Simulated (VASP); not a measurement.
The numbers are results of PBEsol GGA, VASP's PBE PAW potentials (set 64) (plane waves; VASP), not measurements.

The input files of a VASP run:

### KPOINTS
```
Regular mesh
0
Gamma
9 9 5
```

**INCAR**
```
! general
SYSTEM   = CdS
PREC     = Accurate
ENCUT    = 400
LREAL    = .False.
LASPH    = .True.

! electronic loop
EDIFF    = 1E-8
NELM     = 100
ALGO     = Normal
LMAXMIX  = 4

! smearing
ISMEAR   = 0
SIGMA    = 0.01

! functional
GGA      = PS

! ions
IBRION   = 8
NSW      = 1

! output
LWAVE    = .False.
LCHARG   = .False.

! other
LEPSILON = .True.
```

**POSCAR**
```
CdS
1.0
  4.1244988075   0.0000000000   0.0000000000
 -2.0622494038   3.5719206506   0.0000000000
  0.0000000000   0.0000000000   6.7204484073
Cd S
2 2
Direct
  0.6666670000   0.3333330000   0.9995082001
  0.3333330000   0.6666670000   0.4995082001
  0.6666670000   0.3333330000   0.3754917999
  0.3333330000   0.6666670000   0.8754917999
```

POTCAR, in this order: Cd S (PBE.64 set). Program: vasp_std.

The resulting files:

### OUTCAR
```


 HEAD OF MICROSCOPIC STATIC DIELECTRIC TENSOR (INDEPENDENT PARTICLE, excluding Hartree and local field effects)
 ------------------------------------------------------
           6.830672    -0.000000     0.000000
          -0.000000     6.830672    -0.000000
           0.000000     0.000000     6.897900
 ------------------------------------------------------

 MACROSCOPIC STATIC DIELECTRIC TENSOR (including local field effects in DFT)
 ------------------------------------------------------
           6.432352    -0.000000     0.000000
          -0.000000     6.432351     0.000000
          -0.000000    -0.000000     6.521512
 ------------------------------------------------------

 PIEZOELECTRIC TENSOR (including local field effects)  for field in x, y, z        (e  Angst)
          XX          YY          ZZ          XY          YZ          ZX
  --------------------------------------------------------------------------------
  x    -0.00000    -0.00000     0.00000    -0.00000    -0.00000     2.12918
  y    -0.00000    -0.00000     0.00000     0.00000     2.12918    -0.00000
  z     2.06636     2.06636    -4.24131    -0.00000     0.00000     0.00000

 PIEZOELECTRIC TENSOR (including local field effects)  for field in x, y, z        (C/m^2)
          XX          YY          ZZ          XY          YZ          ZX
  --------------------------------------------------------------------------------
  x    -0.00000    -0.00000     0.00000    -0.00000    -0.00000     0.34455
  y    -0.00000    -0.00000     0.00000     0.00000     0.34455    -0.00000
  z     0.33438     0.33438    -0.68634    -0.00000     0.00000     0.00000

 BORN EFFECTIVE CHARGES (including local field effects) (in |e|, cummulative output)
 ---------------------------------------------------------------------------------
 ion    1
    1     2.12744    -0.00000     0.00000
    2    -0.00000     2.12744    -0.00000
    3     0.00000     0.00000     2.22306
 ion    2
    1     2.12744    -0.00000    -0.00000
    2    -0.00000     2.12744     0.00000
    3    -0.00000     0.00000     2.22306
 ion    3
    1    -2.12744     0.00000     0.00000
    2     0.00000    -2.12744     0.00000
    3     0.00000    -0.00000    -2.22306
 ion    4
    1    -2.12744     0.00000     0.00000
    2     0.00000    -2.12744     0.00000
    3    -0.00000     0.00000    -2.22306
```
(Selected blocks of OUTCAR.)

The dielectric response may not be converged in the k-mesh; for small gaps it tends to come out too large.

The structure comes from a measured CdS entry (P6_3mc) of the Crystallography Open Database, whose conditions weren't checked. It was relaxed first.
